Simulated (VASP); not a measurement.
```
CELL_PARAMETERS angstrom
      3.83675     0.00000     0.00000
      0.00000     3.83675     0.00000
      0.00000     0.00000     3.83675
ATOMIC_POSITIONS crystal
  Sr 0.00000 0.00000 0.00000
  V  0.50000 0.50000 0.50000
  O  0.50000 0.00000 0.50000
  O  0.00000 0.50000 0.50000
  O  0.50000 0.50000 0.00000
```

All values below come from PBE GGA with D3 dispersion (Becke-Johnson damping), VASP's PBE PAW potentials (set 64) (plane waves; VASP 6.6.1). Numerical set-up: 520 eV cut-off, 9×9×9 Γ-centred mesh, tetrahedra with Blöchl corrections, potentials Sr_sv V_sv O.

The cores are frozen, which limits the accuracy of field gradients.

### Question
Give the principal components of the electric field gradient (V/Å²) and the asymmetry η at each nucleus.

### Answer

```tsv
atom	Vxx	Vyy	Vzz	η
Sr1	0.0	0.0	0.0	-
V2	0.0	0.0	0.0	-
O3	-15.0	-15.0	30.0	0.00
O4	-15.0	-15.0	30.0	0.00
O5	-15.0	-15.0	30.0	0.00
```

The compound is SrVO3 in the cubic perovskite structure. It was relaxed first. The run is not spin-polarised, so no magnetic state was tried.
